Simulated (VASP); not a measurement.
Given:

```xyz
2
Lattice="0.0000 3.0594 3.0594 3.0594 0.0000 3.0594 3.0594 3.0594 0.0000" Properties=species:S:1:pos:R:3 pbc="T T T"
Cd     0.0000     0.0000     0.0000
Se     1.5297     1.5297     1.5297
```

All values below come from vdW-DF-cx, VASP's PBE PAW potentials (set 64) (plane waves; VASP). Numerical set-up: 520 eV cut-off, 7×7×7 Γ-centred mesh, Gaussian smearing of 0.050 eV, potentials Cd Se.

Task: Estimate the energy per atom (σ→0), band gap (on the k-mesh) with the smallest direct gap where there is one.

Result: 
The band gap (on the k-mesh) comes out as 0.47 eV. The smallest direct gap (on the k-mesh) is 0.47 eV and the energy per atom (σ→0) is -0.368 eV/atom.

Total energies compare only between runs with the same potentials, cut-off and functional.

The compound is CdSe in the zinc blende structure, whereas wurtzite is the usual form. It was relaxed first. The start is the result of an earlier pass.
